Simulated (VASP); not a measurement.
An input for Ansatz (written as the equivalent of a VASP run, and not itself run):

Ansatz 0.2 input:
```yaml
crystal:
  lattice:
    - [0.0000000, 2.4082175, 2.4082175]
    - [2.4082175, 0.0000000, 2.4082175]
    - [2.4082175, 2.4082175, 0.0000000]
  atoms:
    - { symbol: B, position: [0.0000000, 0.0000000, 0.0000000] }
    - { symbol: As, position: [0.2500000, 0.2500000, 0.2500000] }
kpoints:
  mp_grid: { grid: [10, 10, 10] }
hamiltonian:
  xc: pbe
  pseudopotentials: { kind: paw }
scf:
  occupations: { method: gaussian, width: 0.05 }
  max_iter: 100
output: { forces: true, stress: true, eigenvalues: true }
```

Task: Write the VASP files for the same calculation (PBE).

Result: Several could match; the one computed here: 
KPOINTS:
```
Automatic mesh
0
Gamma
10 10 10
0 0 0
```

POSCAR:
```
BAs
1
    0.0000000000     2.4082175096     2.4082175096
    2.4082175096     0.0000000000     2.4082175096
    2.4082175096     2.4082175096     0.0000000000
B As
1 1
Direct
  0.0000000000   0.0000000000   0.0000000000
  0.2500000000   0.2500000000   0.2500000000
```

**INCAR**
```
SYSTEM=BAs
PREC=Accurate; ENCUT=600; LREAL=.FALSE.
LASPH=.TRUE.
EDIFF=1E-7; NELM=100; ALGO=Normal
LMAXMIX=4
ISMEAR=0; SIGMA=0.05
GGA=PE
ISIF=2
LWAVE=.FALSE.; LCHARG=.FALSE.
```

POTCAR, in this order: B As (PBE.64 set). Program: vasp_std.

What does not carry over: each code has its own PAW files, so the cut-off isn't converted (ENCUT is set for VASP's; basis.ecutwfc is left out, and Ansatz then takes the one that its files recommend); Ansatz stops its SCF on the density residual and VASP on the energy change (EDIFF).

The compound is BAs in the zinc blende structure. It was relaxed first.
